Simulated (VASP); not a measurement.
Here is the system:

```xyz
3
Lattice="1.7903 -3.1008 0.0000 1.7903 3.1008 0.0000 0.0000 0.0000 6.5433" Properties=species:S:1:pos:R:3 pbc="T T T"
Pt     0.0000     0.0000     0.0000
S      1.7903     1.0336     1.2297
S      1.7903    -1.0336     5.3136
```

Computed with PW91 GGA, VASP's PBE PAW potentials (set 64) (plane waves; VASP 6.6.1). Settings: 520 eV cut-off, 8×8×4 Γ-centred mesh, tetrahedra with Blöchl corrections, potentials Pt S.

The cores are frozen, which limits the accuracy of field gradients. Without a dispersion term in the relaxation, distances and binding between the weakly bound layers, chains or molecules are unreliable, and so is what depends on them.

Question: Give the principal components of the electric field gradient (V/Å²) and the asymmetry η at each nucleus.

Answer: 
```
atom    Vxx    Vyy    Vzz     η
----  -----  -----  -----  ----
Pt1   -65.4  -65.4  130.8  0.00
S2     31.4   31.4  -62.7  0.00
S3     31.4   31.4  -62.7  0.00
```

The compound is PtS2 in the 1T layered structure. It was relaxed first, which changed the volume by +33 %.
